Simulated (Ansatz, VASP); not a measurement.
# Ga12Ge13O44 (amorphous 32Ga2O3-68GeO2 (mol %)): VASP beside Ansatz, part 3 of 3

Wanted: the spread between two codes on one cell, functional and k mesh. The cell is taken from a series of runs on this material, whose earlier steps may have relaxed, scaled, displaced or heated it; both programs get it as it stands.

VASP 6.6.1 and Ansatz 0.2.0.

So far. Step 5 (VASP: single point, PBE, pair 2): The run ends at a pressure of -1.24 GPa, with forces up to 0.20 eV/Å.

**9. VASP: single point, PBE, pair 3**

Level of this step: PBE; plane waves and PAW (Ga_d, Ge_d, O) (VASP).

The same cell, functional, mesh and smearing now go to VASP, with its own data sets.

INCAR

```
SYSTEM = Ga12Ge13O44
PREC = Accurate
ENCUT = 600
EDIFF = 1E-06
NELM = 120
ISMEAR = -1
SIGMA = 0.05
LREAL = Auto
ALGO = Normal
GGA = PE
NBANDS = 352
LORBIT = 11
LWAVE = .FALSE.
LCHARG = .FALSE.
ISIF = 2
LASPH = .TRUE.
GGA_COMPAT = .FALSE.
EFERMI = MIDGAP
NCORE = 2
```

POSCAR

```
Ga12Ge13O44
1.0
   10.1438000000      0.0000000000      0.0000000000
    0.0000000000     10.1438000000      0.0000000000
    0.0000000000      0.0000000000     10.1438000000
Ga Ge O
12 13 44
Direct
    0.3448100000      0.1020500000      0.4266400000
    0.3488700000      0.6844100000      0.3386100000
    0.6332900000      0.9087500000      0.3897200000
    0.5175400000      0.7858400000      0.6254600000
    0.8264700000      0.9624200000      0.5935000000
    0.6682900000      0.6240700000      0.4685400000
    0.6240900000      0.3663200000      0.9723400000
    0.7084200000      0.5478300000      0.7556900000
    0.8083000000      0.2083100000      0.8296200000
    0.1450800000      0.1530700000      0.1841600000
    0.5457700000      0.4519000000      0.2216100000
    0.6931300000      0.0676500000      0.1028700000
    0.9055900000      0.7095000000      0.2689600000
    0.5692300000      0.1400500000      0.6351300000
    0.3763100000      0.9890900000      0.8331100000
    0.0614600000      0.0148900000      0.8955700000
    0.8489500000      0.7871200000      0.9680300000
    0.8728600000      0.1716000000      0.3464300000
    0.4504200000      0.3922100000      0.5175700000
    0.3668500000      0.4995200000      0.8057400000
    0.3995400000      0.9509900000      0.1622500000
    0.9324900000      0.4670700000      0.4826400000
    0.0983400000      0.8781200000      0.4635200000
    0.3082700000      0.4097500000      0.0993100000
    0.2143600000      0.5760800000      0.5781700000
    0.3437500000      0.5370700000      0.4634600000
    0.5821300000      0.4700600000      0.3979000000
    0.2340200000      0.9790600000      0.4932300000
    0.3798900000      0.5420100000      0.2021300000
    0.0071000000      0.8456900000      0.3150900000
    0.9555200000      0.5526000000      0.3317600000
    0.8097700000      0.5543300000      0.5744200000
    0.7865500000      0.0340000000      0.4232200000
    0.0390800000      0.1285600000      0.3301400000
    0.4958400000      0.7655600000      0.4329200000
    0.3710600000      0.2776800000      0.4143800000
    0.7611100000      0.3865000000      0.8320600000
    0.3435000000      0.3941900000      0.6666600000
    0.7803900000      0.1949100000      0.2024300000
    0.9192600000      0.6901900000      0.0973500000
    0.2802300000      0.6376200000      0.7291600000
    0.0769000000      0.4702900000      0.5816600000
    0.4680600000      0.3254400000      0.0995300000
    0.9904300000      0.8963300000      0.5980400000
    0.8712400000      0.3055000000      0.4614400000
    0.4489600000      0.1318700000      0.7603900000
    0.5676700000      0.9806100000      0.2260000000
    0.7572700000      0.6903400000      0.8581400000
    0.3270600000      0.8021000000      0.2014300000
    0.7335600000      0.0943300000      0.6932800000
    0.3126500000      0.0817400000      0.2427200000
    0.2072900000      0.9956800000      0.7999600000
    0.5737200000      0.6079900000      0.6346600000
    0.7585700000      0.9113700000      0.0476400000
    0.6739000000      0.1840500000      0.9594400000
    0.5318200000      0.4980100000      0.8667700000
    0.6881000000      0.4745700000      0.1112500000
    0.7385900000      0.7355000000      0.3312900000
    0.5114500000      0.0385200000      0.5004200000
    0.1062300000      0.0303000000      0.0607500000
    0.1719200000      0.3300000000      0.1624700000
    0.1880600000      0.7180000000      0.4662900000
    0.4549300000      0.8472900000      0.7760500000
    0.2626100000      0.4607800000      0.9394800000
    0.4267100000      0.0021600000      0.0004400000
    0.9702600000      0.8667300000      0.8695000000
    0.6878100000      0.8446300000      0.5682400000
    0.5891500000      0.3069300000      0.5956600000
    0.9760500000      0.1523800000      0.8312200000
```

KPOINTS

```
Automatic mesh
0
Gamma
1 1 1
0 0 0
```

The projector-augmented-wave data sets are Ga_d, Ge_d and O (PBE family, release 64).

Run with:

```
> mpirun -np 8 vasp_gam
```

Numbers of over 12 decimals in the logs are rounded to 6 here.

The program printed:

```text
[... set-up lines as in an earlier step ...]
 entering main loop
       N       E                     dE             d eps       ncg     rms          rms(c)
DAV:   1     0.192804734058E+05    0.19280E+05   -0.23140E+05   856   0.447E+03
DAV:   2     0.491691689206E+04   -0.14364E+05   -0.13272E+05   704   0.132E+03
DAV:   3     0.361101909158E+03   -0.45558E+04   -0.42629E+04   888   0.433E+02
DAV:   4    -0.406858659466E+03   -0.76796E+03   -0.74851E+03   808   0.193E+02
[...]
DAV:  18    -0.420406226462E+03   -0.20096E-05   -0.45870E-05   976   0.347E-02    0.568E-03
DAV:  19    -0.420406226802E+03   -0.33953E-06   -0.15818E-05   760   0.200E-02    0.314E-03
DAV:  20    -0.420406226631E+03    0.17058E-06   -0.61806E-06   592   0.110E-02
   1 F= -.42040623E+03 E0= -.42040620E+03  d E =-.552250E-04
```

From OUTCAR (step 9):

```text
 POSITION                                       TOTAL-FORCE (eV/Angst)
 -----------------------------------------------------------------------------------
      3.49768      1.03517      4.32775        -0.032317      0.041703     -0.058718
      3.53887      6.94252      3.43479         0.099345     -0.209964     -0.201708
      6.42397      9.21818      3.95324         0.087139     -0.000213     -0.167832
      5.24982      7.97140      6.34454         0.096807     -0.151031      0.077168
      8.38355      9.76260      6.02035        -0.025137     -0.009986      0.048947
      6.77900      6.33044      4.75278        -0.056600     -0.164214     -0.098495
      6.33064      3.71588      9.86322         0.485216      0.995816      1.241730
      7.18607      5.55708      7.66557         0.036176      0.221056      0.588145
      8.19923      2.11305      8.41550        -0.115504      0.173421      0.242086
      1.47166      1.55271      1.86808        -0.216292     -0.019556      0.019386
      5.53618      4.58398      2.24797         1.573520      0.189985     -1.198680
      7.03097      0.68623      1.04349         0.362811     -0.025923     -0.132681
      9.18612      7.19703      2.72828        -0.156287     -0.146576     -0.454060
      5.77416      1.42064      6.44263         0.073129      0.110079      0.069949
[...]
-----------------------------------------------------------------------------------
    total drift:                                0.006873      0.010684     -0.003277

  FREE ENERGIE OF THE ION-ELECTRON SYSTEM (eV)
  ---------------------------------------------------
  free  energy   TOTEN  =      -420.4062266311 eV

  energy  without entropy=     -420.4061714060  energy(sigma->0) =     -420.40619902

[... 2 parts as in an earlier step ...]
```

The run ends at a pressure of -0.99 GPa, with forces up to 2.0 eV/Å.

**10. Comparison**

The two programs side by side:

```csv
quantity,Ansatz,VASP,difference
pressure (GPa),-0.83,-0.99,+0.16
gap on the k mesh (eV),1.099,1.065,+0.034
```

Forces on 9 of the 69 atoms, those with the largest forces and the largest differences (eV/Å; atoms numbered as in POSCAR):

```csv
atom,"Ansatz x, y, z","VASP x, y, z"
Ga7,"0.494, 1.011, 1.240","0.485, 0.996, 1.242"
Ga8,"0.018, 0.215, 0.580","0.036, 0.221, 0.588"
Ga11,"1.546, 0.187, -1.234","1.574, 0.190, -1.199"
Ge20,"0.558, -0.058, 0.294","0.538, -0.068, 0.323"
Ge24,"0.503, -0.096, 0.064","0.429, -0.101, 0.046"
O43,"-0.779, -0.221, -0.035","-0.817, -0.260, -0.053"
O48,"0.091, 0.117, -0.245","0.130, 0.164, -0.197"
O56,"-0.465, 0.009, -0.393","-0.510, 0.020, -0.413"
O57,"-1.005, -0.524, 0.160","-0.936, -0.479, 0.170"
```

The forces differ by 26 meV/Å r.m.s., which is 10.2 % of the r.m.s. force of 0.258 eV/Å (both taken over all components). A gap on the mesh is an upper bound, since the band edges may lie between its points.

**11. Summary of results**

| Item | Value |
| --- | --- |
| r.m.s. force difference (single point, PBE, pair 1) | 3.8 % of the r.m.s. force |
| r.m.s. force difference (single point, PBE, pair 2) | 26 meV/Å |
| r.m.s. force difference (single point, PBE, pair 3) | 10 % of the r.m.s. force |

The r.m.s. force difference is 10 % of the r.m.s. force (single point, PBE, pair 3), beyond the 3 % picked in this series as the mark of a large difference. What causes the difference of the single point, PBE, pair 1 pair stays open here. What causes the difference of the single point, PBE, pair 2 pair stays open here. What causes the difference of the single point, PBE, pair 3 pair stays open here. 1 further run of this series is not shown here. How closely two codes agree says nothing of how well the functional describes the real material.

[Lines on the potential files, build, host, timing and source positions are cut from VASP's logs without a mark.]

[Logs are printed without paths, hosts, clocks, repeated set-up lines and the standing remarks that a program may print on its own settings, such as how far it seeks lower states.]

[Hosts, paths, dates, database ids (printed as entryN), source tags and the programs' standing remarks are cut or masked in the printed files.]
